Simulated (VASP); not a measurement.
Calculation: PBE GGA, VASP's PBE PAW potentials (set 64) (plane waves; VASP).

The input files of a VASP run:

INCAR:
```
! general
SYSTEM =Cu16H
PREC   =Normal
ENCUT  =400   ! plane-wave cut-off (eV)
LREAL  =.False.   ! projection in real space or not
LASPH  =.True.

! electronic loop
EDIFF  =1E-6
NELM   =100   ! most electronic steps
NELMIN =4
ALGO   =Normal
LMAXMIX=4

! smearing
ISMEAR =1   ! Methfessel-Paxton
SIGMA  =0.1   ! width (eV)

! functional
GGA    =PE

! output
LWAVE  =.False.
LCHARG =.False.
LORBIT =11   ! lm-projected
LVHAR  =.True.

! other
LDIPOL =.True.
IDIPOL =3
DIPOL  =0.5 0.5 0.5
```

### KPOINTS
```
Automatic mesh
0
Gamma
5 5 1
0 0 0
```

### POSCAR
```
Cu16H
1
    5.1357214723     0.0000000000     0.0000000000
    0.0000000000     5.1357214723     0.0000000000
    0.0000000000     0.0000000000    19.5306480613
Cu H
16 1
Direct
  0.2500000000   0.2501097271   0.3633117392
  0.7500000000   0.2492983050   0.3628094452
  0.2500000000   0.7498902729   0.3633117392
  0.7500000000   0.7507016950   0.3628094452
  0.9998132354   0.0000000000   0.4533167074
  0.5001867646   0.0000000000   0.4533167074
  0.9960946394   0.5000000000   0.4533083422
  0.5039053606   0.5000000000   0.4533083422
  0.2500000000   0.2512323997   0.5454271249
  0.7500000000   0.2453473433   0.5485991375
  0.2500000000   0.7487676003   0.5454271249
  0.7500000000   0.7546526567   0.5485991375
  0.0032467740   0.0000000000   0.6408119461
  0.4967532260   0.0000000000   0.6408119461
  0.9995613045   0.5000000000   0.6363305315
  0.5004386955   0.5000000000   0.6363305315
  0.2500000000   0.0000000000   0.6945910518
```

POTCAR, in this order: Cu H (PBE.64 set). Program: vasp_std. Read from the step before: WAVECAR.

What VASP printed:

OUTCAR:
```
 ion  position               nearest neighbor table
   1  0.250  0.250  0.363-   5 2.53   6 2.53   7 2.54   8 2.54   3 2.57   2 2.57   2 2.57   3 2.57
  LATTYP: Found a simple tetragonal cell.
 ALAT       =     5.1357214723
 C/A-ratio  =     3.8029025068
 Subroutine PRICEL returns:
 Original cell was already a primitive cell.
 Subroutine GETGRP returns: Found  4 space group operations
The static configuration has the point symmetry C_1h.
 The point group associated with its full space group is C_2v.
The dynamic configuration has the point symmetry C_1h.
 Subroutine INISYM returns: Found  4 space group operations
 Subroutine IBZKPT returns following result:
 Found      9 irreducible k-points:

 Following reciprocal coordinates:
            Coordinates               Weight
  0.000000  0.000000  0.000000      1.000000
  0.200000  0.000000  0.000000      2.000000
  0.000000  0.200000  0.000000      2.000000
  0.400000  0.000000  0.000000      2.000000
  0.000000  0.400000  0.000000      2.000000
  0.200000  0.200000  0.000000      4.000000
  0.400000  0.200000  0.000000      4.000000
 -0.200000  0.400000  0.000000      4.000000
...
```

**OSZICAR**
```
       N       E                     dE             d eps       ncg     rms          rms(c)
DAV:   1    -0.583029657089E+02   -0.58303E+02   -0.59485E-05  2114   0.251E-01    0.245E-02
DAV:   2    -0.583029684521E+02   -0.27432E-05   -0.14031E-04  2120   0.495E-01    0.312E-02
DAV:   3    -0.583029507402E+02    0.17712E-04   -0.44993E-05  2078   0.284E-01    0.247E-03
DAV:   4    -0.583029515808E+02   -0.84056E-06   -0.61401E-06  1798   0.855E-02
   1 F= -.58302952E+02 E0= -.58302388E+02  d E =-.168967E-02
```

OUTCAR:
```
------------------------ aborting loop because EDIFF is reached ----------------------------------------
  FORCE on cell =-STRESS in cart. coord.  units (eV):
  Direction    XX          YY          ZZ          XY          YZ          ZX
  --------------------------------------------------------------------------------------
  Total       -5.0711936     -4.3707685     -1.3633009      0.0000000      0.0000000      0.0000000
  in kB      -15.7725240    -13.5940482     -4.2401645      0.0000000      0.0000000      0.0000000
  external PRESSURE =     -11.2022456 kB  Pullay stress =       0.0000000 kB
  volume of cell :      515.13
      direct lattice vectors                 reciprocal lattice vectors
     5.135721472  0.000000000  0.000000000     0.194714609  0.000000000  0.000000000
     0.000000000  5.135721472  0.000000000     0.000000000  0.194714609  0.000000000
     0.000000000  0.000000000 19.530648061     0.000000000  0.000000000  0.051201578
 POSITION                                       TOTAL-FORCE (eV/Angst)
 -----------------------------------------------------------------------------------
      1.28393      1.28449      7.09571        -0.000000      0.005025      0.027931
      3.85179      1.28033      7.08590         0.000000      0.009891      0.018474
      1.28393      3.85123      7.09571        -0.000000     -0.005025      0.027931
      3.85179      3.85539      7.08590         0.000000     -0.009891      0.018474
      5.13476      0.00000      8.85357         0.002384      0.000000     -0.003542
      2.56882      0.00000      8.85357        -0.002384      0.000000     -0.003542
      5.11566      2.56786      8.85341         0.010529      0.000000     -0.007930
      2.58792      2.56786      8.85341        -0.010529      0.000000     -0.007930
      1.28393      1.29026     10.65255         0.000000      0.008111      0.006791
      3.85179      1.26004     10.71450         0.000000     -0.000086     -0.022204
      1.28393      3.84546     10.65255         0.000000     -0.008111      0.006791
      3.85179      3.87569     10.71450         0.000000      0.000086     -0.022204
      0.01667      0.00000     12.51547         0.015575      0.000000     -0.022946
      2.55119      0.00000     12.51547        -0.015575      0.000000     -0.022946
      5.13347      2.56786     12.42795        -0.009474      0.000000      0.006993
      2.57011      2.56786     12.42795         0.009474      0.000000      0.006993
      1.28393      0.00000     13.56581         0.000000      0.000000     -0.007133
 -----------------------------------------------------------------------------------
    total drift:                                0.000000      0.000000     -0.004587
  FREE ENERGIE OF THE ION-ELECTRON SYSTEM (eV)
  ---------------------------------------------------
  free  energy   TOTEN  =       -58.3029515808 eV

  energy  without entropy=      -58.3012619137  energy(sigma->0) =      -58.30238836

 total charge

# of ion       s       p       d       tot
------------------------------------------
    1        0.440   0.260   9.211   9.911
    2        0.443   0.260   9.210   9.913
    3        0.440   0.260   9.211   9.911
    4        0.443   0.260   9.210   9.913
    5        0.442   0.378   9.173   9.993
    6        0.442   0.378   9.173   9.993
    7        0.442   0.375   9.175   9.991
    8        0.442   0.375   9.175   9.991
    9        0.443   0.365   9.182   9.990
   10        0.439   0.383   9.164   9.987
   11        0.443   0.365   9.182   9.990
   12        0.439   0.383   9.164   9.987
   13        0.439   0.338   9.175   9.952
   14        0.439   0.338   9.175   9.952
   15        0.441   0.255   9.220   9.916
   16        0.441   0.255   9.220   9.916
   17        0.517   0.015   0.000   0.532
--------------------------------------------------
tot          7.577   5.243 147.018 159.838
```
(Selected blocks of OUTCAR.)

The cell is a thin slab with vacuum, built from Cu (fcc): (100) face, H adsorbed.
